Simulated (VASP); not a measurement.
Here is the system:

```
AlNi3
1.0
    3.56666     0.00000     0.00000
    0.00000     3.56666     0.00000
    0.00000     0.00000     3.56666
Al Ni
1 3
Direct
  0.00000   0.00000   0.00000
  0.00000   0.50000   0.50000
  0.50000   0.00000   0.50000
  0.50000   0.50000   0.00000
```
Starting moments (μB, in the order of the record's atoms Al Ni Ni Ni): 0.0 0.3 0.3 0.3.

Calculation: PBE GGA, VASP's PBE PAW potentials (set 64) (plane waves; VASP). Settings: 500 eV cut-off, 9×9×9 Γ-centred mesh, first-order Methfessel-Paxton smearing of 0.10 eV, potentials Al Ni.

Energy and stress use the plane-wave basis of the starting cell.

**Question.** The ions, cell shape and volume at an external pressure of 5.0 GPa are relaxed. Predict the relaxed structure.

**Answer.** 
```
AlNi3
1.0
    3.53590     0.00000     0.00000
    0.00000     3.53590     0.00000
    0.00000     0.00000     3.53590
Al Ni
1 3
Direct
  0.00000   0.00000   0.00000
  0.00000   0.50000   0.50000
  0.50000   0.00000   0.50000
  0.50000   0.50000   0.00000
```
Space group Pm-3m (221), at a tolerance of 0.03 Å. The cell ends with 0.72 μB, on the sites -0.01 0.26 0.26 0.26 μB.

**Question.** How do energy and volume change from the first to the last step?

**Answer.** The energy (σ→0) changes by +4.4 meV/atom and the volume by -2.6 %, in 3 ionic steps.

```tsv
step	E(σ→0) (eV)	max force (eV/Å)	pressure (GPa)	volume (Å³)
1	-21.8973	0.000	0.05	45.37
2	-21.8271	0.000	10.43	43.11
3	-21.8795	0.000	4.93	44.21
```

The compound is Ni3Al in the L1_2 structure. This run relaxes it under an external pressure of 5 GPa. Symmetry was kept, so distortions that lower it aren't found.
